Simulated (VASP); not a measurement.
Input:

```
CELL_PARAMETERS angstrom
      0.00000     1.88421     1.88421
      1.88421     0.00000     1.88421
      1.88421     1.88421     0.00000
ATOMIC_POSITIONS crystal
  Rh 0.00000 0.00000 0.00000
```

All values below come from revPBE GGA, VASP's PBE PAW potentials (set 64) (plane waves; VASP). Run with 520 eV cut-off, 16×16×16 Γ-centred mesh, first-order Methfessel-Paxton smearing of 0.10 eV, potentials Rh_pv.

Question: What does the run give for the energy per atom (σ→0), pressure, band gap (on the k-mesh) with the smallest direct gap where there is one?

Answer: 
```yaml
band gap (on the k-mesh): none (metal, semimetal or under 0.01 eV)
energy per atom (σ→0): -6.704 eV/atom
pressure: 17.78 GPa
```

The compound is Rh in the fcc structure. This cell is one point of a volume scan, at 0.94 of the reference volume.
